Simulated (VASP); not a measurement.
Rb2Mg:

```
Rb Mg
1.0
     7.69671   -2.32355    0.00000
     7.69671    2.32355    0.00000
    -4.19220    0.00000   10.37144
Rb Mg
4 2
Direct
  0.48244 0.48244 0.30904
  0.51756 0.51756 0.69096
  0.82951 0.82951 0.86301
  0.17049 0.17049 0.13699
  0.79816 0.79816 0.45697
  0.20184 0.20184 0.54303
```

The cell comes from a database or a generator and needn't be the stable form of this composition.

```yaml
Program: VASP 6.6.1
Task: single point
Functional: PBE
Potentials_or_basis: VASP PAW PBE potentials, release 64 (Rb_sv, Mg)
Cutoff: 520 eV
k_mesh: 6 × 6 × 3
Occupations: fermi-dirac, width 0.05 eV
Spin: no spin polarisation
```

On this cell: pressure 0.0 GPa; largest force 0.037 eV/Å; band gap on the k mesh none (metal or under the smearing width).

The same run follows on a disturbed copy (atoms moved at random, drawn with an rms of 0.05 Å):

```xyz
6
Lattice="7.6967 -2.3236 0.0000 7.6967 2.3236 0.0000 -4.1922 0.0000 10.3714" Properties=species:S:1:pos:R:3 pbc="T T T"
Rb    6.1087    0.0028    3.2115
Rb    5.1527   -0.0354    7.1039
Rb    9.1680   -0.0063    8.9306
Rb    2.0178   -0.0115    1.4549
Mg   10.3864    0.0152    4.8017
Mg    0.8394   -0.0135    5.6461
```

Question: What changes?

Answer: The energy (extrapolated to zero smearing) moves by +0.2 meV/atom; pressure 0.0 GPa; largest force 0.064 eV/Å; band gap on the k mesh none (metal or under the smearing width).

Forces on the atoms (eV/Å):
```
Rb  -0.011  0.000 -0.004
Rb  -0.013  0.009  0.041
Rb  -0.004 -0.001 -0.012
Rb   0.038  0.004  0.025
Mg   0.027 -0.045 -0.038
Mg  -0.037  0.033 -0.012
```

Stress tensor (GPa, compression positive):
```
-0.06 -0.01 -0.06
-0.01  0.10  0.01
-0.06  0.01  0.00
```
